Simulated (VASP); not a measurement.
# HfPb (Fm-3m) in VASP: notebook, part 2 of 2

VASP 6.6.1. Earlier steps stand in the parts before.

### 4 Single point, LDA

This run uses another cell than the first one, of 25.19 Å³/atom, 0.924 times its volume.

INCAR reads:

```
  PREC = Accurate
  ENCUT = 520
  EDIFF = 1E-7
  ISMEAR = 0
  SIGMA = 0.05
  LREAL = False
  LASPH = True
  NELM = 100
  ALGO = Normal
  ISIF = 2
  LWAVE = False
  LCHARG = False
  GGA = CA
  NBANDS = 19
```

KPOINTS reads:

```
regular mesh
0
Gamma
  6 6 6
```

POSCAR reads:

```
HfPb
1.0
    0.0000000000      2.9313583120      2.9313583120
    2.9313583120      0.0000000000      2.9313583120
    2.9313583120      2.9313583120      0.0000000000
Hf Pb
1 1
Direct
    0.0000000000      0.0000000000      0.0000000000
    0.5000000000      0.5000000000      0.5000000000
```

Potentials or basis: VASP PAW LDA potentials, release 64 (Hf_pv, Pb_d).

Launch:

```
$ cat potpaw_LDA.64/Hf_pv/POTCAR potpaw_LDA.64/Pb_d/POTCAR > POTCAR
$ mpirun -np 1 vasp_std > vasp.out
```

OUTCAR:

```text
PREC = Accurate
   ENCUT = 520
   EDIFF = 1E-7
   ISMEAR = 0
   LREAL = False
   LASPH = True
   NELM = 100
   ISIF = 2
   GGA = CA

 ion  position               nearest neighbor table
   1  0.000  0.000  0.000-   2 2.93   2 2.93   2 2.93   2 2.93   2 2.93   2 2.93
   2  0.500  0.500  0.500-   1 2.93   1 2.93   1 2.93   1 2.93   1 2.93   1 2.93

  LATTYP: Found a face centered cubic cell.
 ALAT       =     5.8627166240

  Lattice vectors:

 A1 = (   0.0000000000,   2.9313583120,   2.9313583120)
 A2 = (   2.9313583120,   0.0000000000,   2.9313583120)
 A3 = (   2.9313583120,   2.9313583120,   0.0000000000)

Analysis of symmetry for initial positions (statically):
=====================================================================
 Subroutine PRICEL returns:
 Original cell was already a primitive cell.

 Routine SETGRP: Setting up the symmetry group for a
 face centered cubic supercell.

 Subroutine GETGRP returns: Found 48 space group operations
 (whereof 48 operations were pure point group operations)
 out of a pool of 48 trial point group operations.

The static configuration has the point symmetry O_h .

Analysis of symmetry for dynamics (positions and initial velocities):
=====================================================================
 Subroutine PRICEL returns:
 Original cell was already a primitive cell.

 Routine SETGRP: Setting up the symmetry group for a
 face centered cubic supercell.

 Subroutine GETGRP returns: Found 48 space group operations
 (whereof 48 operations were pure point group operations)
 out of a pool of 48 trial point group operations.

The dynamic configuration has the point symmetry O_h .

 Subroutine INISYM returns: Found 48 space group operations
 (whereof 48 operations are pure point group operations),
 and found     1 'primitive' translations

----------------------------------------------------------------------------------------

                                     Primitive cell

[... 99 lines left out ...]
   IMIX   =      4    mixing-type and parameters
     AMIX     =   0.40;   BMIX     =  1.00
     AMIX_MAG =   1.60;   BMIX_MAG =  1.00
  volume/ion in A,a.u.               =      25.19       169.98
  Fermi-wavevector in a.u.,A,eV,Ry     =   1.278595  2.416194 22.242875  1.634805
  Thomas-Fermi vector in A             =   2.411129
   LORBIT       =      0    0 simple, 1 ext, 2 COOP (PROOUT), +10 PAW based schemes
   GGA     = CA    functional components
   LHFCALC =     F    Hartree Fock is set to
   AEXX    =    0.0000 exact exchange contribution
   IVDW    =     0    specifies the selected vdW correction
   LEPSILON=     F    determine dielectric tensor
   LRPA    =     F    only Hartree local field effects (RPA)
 non-spin polarized calculation
 Gauss-broadening in eV      SIGMA  =   0.05
  energy-cutoff  :      520.00
  volume of cell :       50.38
 maximum number of plane-waves:      1380
   NGX = 15   NGY = 15   NGZ = 15

 number of electron      23.9999999 magnetization

 Free energy of the ion-electron system (eV)
  ---------------------------------------------------
  ext. energy  EPLUGINS =         0.00000000
  ---------------------------------------------------
  free energy    TOTEN  =       -14.68870905 eV

  energy without entropy =      -14.68668991  energy(sigma->0) =      -14.68769948

 E-fermi :   6.4186     XC(G=0): -11.0604

 val. band max:        6.4114428065   @ k =   0.1667   0.1667   0.0000
 cond. band min:       6.5355308327   @ k =   0.5000   0.5000   0.0000
 fundamental gap:      0.1240880262
 Fermi energy:         6.4186107995

 k-point     1 :       0.0000    0.0000    0.0000
  band No.  band energies     occupation
      1     -24.9249      2.00000
      2     -24.9249      2.00000
      3     -24.9249      2.00000
      4     -10.1849      2.00000
      5     -10.1849      2.00000
      6     -10.0418      2.00000
[... 329 lines left out ...]
      6     -10.0460      2.00000
[... 11 lines left out ...]
     18      13.0545      0.00000
     19      16.5689      0.00000

------------------------ aborting loop because EDIFF is reached ----------------------------------------

  FORCE on cell =-STRESS in cart. coord.  units (eV):
  Direction    XX          YY          ZZ          XY          YZ          ZX
  --------------------------------------------------------------------------------------
  -------------------------------------------------------------------------------------
  Total       -1.2387523     -1.2387523     -1.2387523      0.0000000      0.0000000     -0.0000000
  in kB      -39.3965622    -39.3965622    -39.3965622      0.0000000      0.0000000     -0.0000000
  external PRESSURE =     -39.3965622 kB  Pullay stress =       0.0000000 kB

 VOLUME and BASIS-vectors are now :
 -----------------------------------------------------------------------------
  energy-cutoff  :      520.00
  volume of cell :       50.38
      direct lattice vectors                 reciprocal lattice vectors
     0.000000000  2.931358312  2.931358312    -0.170569390  0.170569390  0.170569390
     2.931358312  0.000000000  2.931358312     0.170569390 -0.170569390  0.170569390
     2.931358312  2.931358312  0.000000000     0.170569390  0.170569390 -0.170569390

 POSITION                                       TOTAL-FORCE (eV/Angst)
 -----------------------------------------------------------------------------------
      0.00000      0.00000      0.00000         0.000000      0.000000     -0.000000
      2.93136      2.93136      2.93136         0.000000      0.000000      0.000000
 -----------------------------------------------------------------------------------
    total drift:                                0.000000     -0.000000      0.000000

  FREE ENERGIE OF THE ION-ELECTRON SYSTEM (eV)
  ---------------------------------------------------
  free  energy   TOTEN  =       -14.6887090526 eV

  energy  without entropy=      -14.6866899064  energy(sigma->0) =      -14.68769948
```

OSZICAR:

```text
N       E                     dE             d eps       ncg     rms          rms(c)
DAV:   1     0.178555220150E+03    0.17856E+03   -0.12357E+04   608   0.138E+03
DAV:   2    -0.437636981435E+01   -0.18293E+03   -0.17805E+03   611   0.364E+02
DAV:   3    -0.153507074605E+02   -0.10974E+02   -0.10840E+02   821   0.881E+01
DAV:   4    -0.156260052317E+02   -0.27530E+00   -0.27479E+00   756   0.141E+01
DAV:   5    -0.156342928035E+02   -0.82876E-02   -0.82868E-02   762   0.257E+00    0.371E+01
DAV:   6    -0.147826631109E+02    0.85163E+00   -0.15670E+00   787   0.547E+00    0.230E+01
DAV:   7    -0.147214421977E+02    0.61221E-01   -0.81145E-01   662   0.644E+00    0.247E+00
DAV:   8    -0.146900903916E+02    0.31352E-01   -0.21473E-01   724   0.207E+00    0.119E+00
DAV:   9    -0.146889412629E+02    0.11491E-02   -0.16255E-02   815   0.101E+00    0.797E-01
DAV:  10    -0.146887048996E+02    0.23636E-03   -0.96133E-04   691   0.212E-01    0.102E-01
DAV:  11    -0.146887203013E+02   -0.15402E-04   -0.16021E-04   801   0.675E-02    0.288E-02
DAV:  12    -0.146887091637E+02    0.11138E-04   -0.61709E-05   783   0.342E-02    0.303E-03
DAV:  13    -0.146887090504E+02    0.11329E-06   -0.24962E-06   743   0.955E-03    0.262E-03
DAV:  14    -0.146887090526E+02   -0.22037E-08   -0.97291E-08   456   0.211E-03
   1 F= -.14688709E+02 E0= -.14687699E+02  d E =-.201915E-02
```

Run time: 14 s. Hardware: 1 thread of Intel Xeon Platinum 8375C at 2.90GHz (Ice Lake), shared host; peak memory 0.16 GiB.

What came out:

- Free energy: -14.6887 eV
- Pressure: -3.9 GPa
- Band gap on the k mesh: none (metal or under the smearing width)

### 5 Overview

```tsv
cell	gap on the mesh (eV)	pressure (GPa)
Fm-3m, 27.27 Å³/atom	none	-9.3
Fm-3m, 24.12 Å³/atom	none	0.0
Fm-3m, 25.19 Å³/atom	none	-3.9
```

Alike in all rows: task single point; level LDA; potentials or basis VASP PAW LDA potentials, release 64 (Hf_pv, Pb_d); no spin polarisation; k mesh 6 × 6 × 6; cutoff (eV) 520; smearing gaussian 0.05 eV.

Every run on the cell as given and a fine mesh finds a metal.

Total energies depend on the potentials used, so only differences within one code and one set of settings carry meaning.
